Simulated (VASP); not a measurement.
All values below come from TPSS meta-GGA, VASP's PBE PAW potentials (set 64) (plane waves; VASP 6.6.1).

Input for VASP

### POSCAR
```
Sb atom
1.0
 12.0000000000   0.0000000000   0.0000000000
  0.0000000000  12.5000000000   0.0000000000
  0.0000000000   0.0000000000  13.0000000000
Sb
1
Cart
  0.0000000000   0.0000000000   0.0000000000
```

### INCAR
```
! general
SYSTEM   =  Sb atom
PREC     =  Normal
ENCUT    =  520
LREAL    =  F
LASPH    =  T
ISYM     =  0

! electronic loop
EDIFF    =  1E-6
NELM     =  200
ALGO     =  All
LMAXMIX  =  4
LMIXTAU  =  T

! smearing
ISMEAR   =  0
SIGMA    =  0.01

! functional
METAGGA  =  TPSS

! spin
ISPIN    =  2
MAGMOM   =  3
NUPDOWN  =  3

! output
LWAVE    =  F
LCHARG   =  F
LORBIT   =  10
```

**KPOINTS**
```
Automatic mesh
0
G
1 1 1
```

POTCAR, in this order: Sb (PBE.64 set). Program: vasp_gam. Read from the step before: WAVECAR.

What will the output report for the number of irreducible k-points (NKPTS), largest plane-wave count, FFT grid (NGX, NGY, NGZ)?

```
Property                                      Result
--------------------------------------  ------------
number of irreducible k-points (NKPTS)             1
largest plane-wave count                       26244
FFT grid (NGX, NGY, NGZ)                70 × 70 × 80
```

The cell is a free atom in a box.
